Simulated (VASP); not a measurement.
Computed with PBE GGA with D4 dispersion, VASP's PBE PAW potentials (set 64) (plane waves; VASP).

A VASP calculation is set up with these files.

### POSCAR
```
TiCo
1
    2.9493832994     0.0000000000    -0.0000000000
   -0.0000000000     2.9493832994    -0.0000000000
    0.0000000000     0.0000000000     2.9493832994
Ti Co
1 1
Direct
  0.0000000000   0.0000000000   0.0000000000
  0.5000000000   0.5000000000   0.5000000000
```

**KPOINTS**
```
Automatic mesh
0
Gamma
11 11 11
0 0 0
```

### INCAR
```
! general
SYSTEM  = TiCo
PREC    = Accurate
ENCUT   = 520
LREAL   = .FALSE.
LASPH   = .TRUE.

! electronic loop
EDIFF   = 1E-6
NELM    = 100
ALGO    = Normal
LMAXMIX = 4

! smearing
ISMEAR  = 1
SIGMA   = 0.1

! functional
GGA     = PE
IVDW    = 13

! ions
IBRION  = 2
NSW     = 60
ISIF    = 3
EDIFFG  = -0.01

! output
LWAVE   = .FALSE.
LCHARG  = .FALSE.
```

POTCAR, in this order: Ti_sv Co (PBE.64 set). Program: vasp_std.

Question: Predict the energy per atom (σ→0), dispersion energy, band gap (on the k-mesh).

Answer: 
energy per atom (σ→0): -8.133 eV/atom
dispersion energy: -0.634 eV
band gap (on the k-mesh): none (metal, semimetal or under 0.01 eV)

OSZICAR:
```
...
DAV:   9    -0.156518161209E+02   -0.36369E-01   -0.30376E-01  2164   0.556E+00    0.195E+00
DAV:  10    -0.156343221822E+02    0.17494E-01   -0.91473E-02  2342   0.378E+00    0.519E-01
DAV:  11    -0.156326236957E+02    0.16985E-02   -0.63174E-03  2026   0.899E-01    0.307E-01
DAV:  12    -0.156318764467E+02    0.74725E-03   -0.30795E-03  2192   0.488E-01    0.570E-02
DAV:  13    -0.156318501408E+02    0.26306E-04   -0.12726E-04  1846   0.120E-01    0.338E-02
DAV:  14    -0.156318441076E+02    0.60332E-05   -0.48692E-05  2312   0.648E-02    0.437E-03
DAV:  15    -0.156318440157E+02    0.91855E-07   -0.15107E-06  1104   0.158E-02
   1 F= -.16265811E+02 E0= -.16265960E+02  d E =-.162658E+02
```

The compound is TiCo in the CsCl type structure. It was relaxed first. The start is the result of an earlier pass. The run is not spin-polarised, so no magnetic state was tried. The electron count is odd and the run is not spin-polarised, which forces a metal.
